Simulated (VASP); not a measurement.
```xyz
8
Lattice="5.2528 0.0000 0.0000 0.0000 5.2528 0.0000 0.0000 0.0000 5.2528" Properties=species:S:1:pos:R:3 pbc="T T T"
Nb     1.3132     0.0000     2.6264
Nb     2.6264     1.3132     0.0000
Nb     2.6264     3.9396     0.0000
Nb     3.9396     0.0000     2.6264
Nb     0.0000     2.6264     3.9396
Nb     0.0000     2.6264     1.3132
Sn     2.6264     2.6264     2.6264
Sn     0.0000     0.0000     0.0000
```

Method: PBEsol GGA, VASP's PBE PAW potentials (set 64) (plane waves; VASP). Settings: 400 eV cut-off, Gaussian smearing of 0.050 eV, potentials Nb_sv Sn_d.

Problem. Give the energies of bands 46 to 59 at the high-symmetry points, in eV from the Fermi level.

Solution. 
```csv
band,Γ,X,M,R
46,-1.84,-1.38,-1.86,-1.42
47,-1.84,-1.07,-1.56,-1.42
48,-1.84,-1.07,-0.86,-1.42
49,-1.41,-1.03,0.12,0.04
50,-0.54,-1.03,0.12,0.04
51,-0.54,-0.85,0.17,0.04
52,-0.54,-0.85,0.17,0.04
53,-0.05,-0.35,0.23,0.17
54,-0.05,-0.35,0.60,0.17
55,2.45,1.59,0.68,0.17
56,2.45,1.59,0.68,0.17
57,2.45,2.24,0.80,0.17
58,2.57,2.24,0.92,0.17
59,3.62,2.80,1.24,2.58
```

It has no gap at this level: it comes out as a metal or semimetal.

The compound is Nb3Sn in the A15 structure. It was relaxed first.
